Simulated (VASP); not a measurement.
Method: PBEsol GGA, VASP's PBE PAW potentials (set 64) (plane waves; VASP 6.6.1).

VASP ran on this input.

INCAR:
```
ENCUT = 400
ISMEAR = -5   # tetrahedra, Bloechl
LCHARG = .TRUE.
LWAVE = .FALSE.
LORBIT = 11   # lm-projected
NEDOS = 601   # DOS grid
GGA = PS   # PBEsol
LREAL = .FALSE.
LMAXMIX = 6   # l cut-off of mixed one-centre charges
EDIFF = 1E-7   # SCF stop (eV)
PREC = Accurate
ALGO = Normal   # blocked Davidson
ISIF = 2   # forces and stress, cell fixed
LASPH = .TRUE.
SYSTEM = WS2
NELM = 100   # most electronic steps
LEFG = .TRUE.
```

### KPOINTS
```
Automatic mesh
0
Gamma
9 9 9
0 0 0
```

**POSCAR**
```
WS2
1
    1.5741990119     0.9088641489     6.3512987437
   -1.5741990119     0.9088641489     6.3512987437
    0.0000000000    -1.8177282978     6.3512987437
W S
1 2
Direct
  0.0006896789   0.0006896789   0.0006896789
  0.2517593971   0.2517593971   0.2517593971
  0.4162509241   0.4162509241   0.4162509241
```

POTCAR, in this order: W_sv S (PBE.64 set). Program: vasp_std.

What VASP printed:

### OSZICAR
```
       N       E                     dE             d eps       ncg     rms          rms(c)
DAV:   1     0.170582527355E+03    0.17058E+03   -0.11629E+04  2906   0.126E+03
DAV:   2    -0.188185670224E+02   -0.18940E+03   -0.18706E+03  3601   0.338E+02
DAV:   3    -0.264500547152E+02   -0.76315E+01   -0.75958E+01  3688   0.667E+01
DAV:   4    -0.265565374490E+02   -0.10648E+00   -0.10632E+00  3738   0.832E+00
DAV:   5    -0.265583548084E+02   -0.18174E-02   -0.18170E-02  3740   0.110E+00    0.281E+01
DAV:   6    -0.254622209605E+02    0.10961E+01   -0.63281E+00  3397   0.187E+01    0.117E+01
DAV:   7    -0.253254307933E+02    0.13679E+00   -0.16522E+00  3248   0.733E+00    0.526E+00
DAV:   8    -0.252743200691E+02    0.51111E-01   -0.27907E-01  3366   0.390E+00    0.124E+00
DAV:   9    -0.252733389432E+02    0.98113E-03   -0.13597E-02  3855   0.833E-01    0.535E-01
DAV:  10    -0.252728336735E+02    0.50527E-03   -0.65810E-03  3396   0.643E-01    0.740E-02
DAV:  11    -0.252727853554E+02    0.48318E-04   -0.82095E-04  3007   0.219E-01    0.639E-02
DAV:  12    -0.252727900678E+02   -0.47124E-05   -0.66597E-05  3334   0.711E-02    0.138E-02
DAV:  13    -0.252727984318E+02   -0.83640E-05   -0.13481E-05  3352   0.277E-02    0.814E-03
DAV:  14    -0.252727983490E+02    0.82785E-07   -0.23418E-06  3660   0.966E-03    0.215E-03
DAV:  15    -0.252727984235E+02   -0.74475E-07   -0.39042E-07  3606   0.477E-03
   1 F= -.25272798E+02 E0= -.25272798E+02  d E =0.000000E+00
```

File OUTCAR:
```
------------------------ aborting loop because EDIFF is reached ----------------------------------------
  FORCE on cell =-STRESS in cart. coord.  units (eV):
  Direction    XX          YY          ZZ          XY          YZ          ZX
  --------------------------------------------------------------------------------------
  Total       -0.0080218     -0.0080218      0.0214314      0.0000000      0.0000000      0.0000000
  in kB       -0.2357269     -0.2357269      0.6297811      0.0000000      0.0000000      0.0000000
  external PRESSURE =       0.0527758 kB  Pullay stress =       0.0000000 kB
  volume of cell :       54.52
      direct lattice vectors                 reciprocal lattice vectors
     1.574199012  0.908864149  6.351298744     0.317621848  0.183379075  0.052482704
    -1.574199012  0.908864149  6.351298744    -0.317621848  0.183379075  0.052482704
     0.000000000 -1.817728298  6.351298744     0.000000000 -0.366758149  0.052482704
 POSITION                                       TOTAL-FORCE (eV/Angst)
 -----------------------------------------------------------------------------------
      0.00000      0.00000      0.01314         0.000000     -0.000000     -0.017440
      0.00000      0.00000      4.79700         0.000000      0.000000      0.003159
      0.00000      0.00000      7.93120         0.000000     -0.000000      0.014281
 -----------------------------------------------------------------------------------
    total drift:                               -0.000000     -0.000002      0.000132
  FREE ENERGIE OF THE ION-ELECTRON SYSTEM (eV)
  ---------------------------------------------------
  free  energy   TOTEN  =       -25.2727984235 eV

  energy  without entropy=      -25.2727984235  energy(sigma->0) =      -25.27279842

 total charge

# of ion       s       p       d       tot
------------------------------------------
    1        2.326   6.339   3.416  12.081
    2        1.353   2.347   0.000   3.700
    3        1.353   2.347   0.000   3.700
--------------------------------------------------
tot          5.032  11.033   3.416  19.481
```
(Selected blocks of OUTCAR.)

Without a dispersion term in the relaxation, distances and binding between the weakly bound layers, chains or molecules are unreliable, and so is what depends on them.

The structure comes from a measured WS2 entry (R3m) of the Crystallography Open Database, whose conditions weren't checked. It was relaxed first.
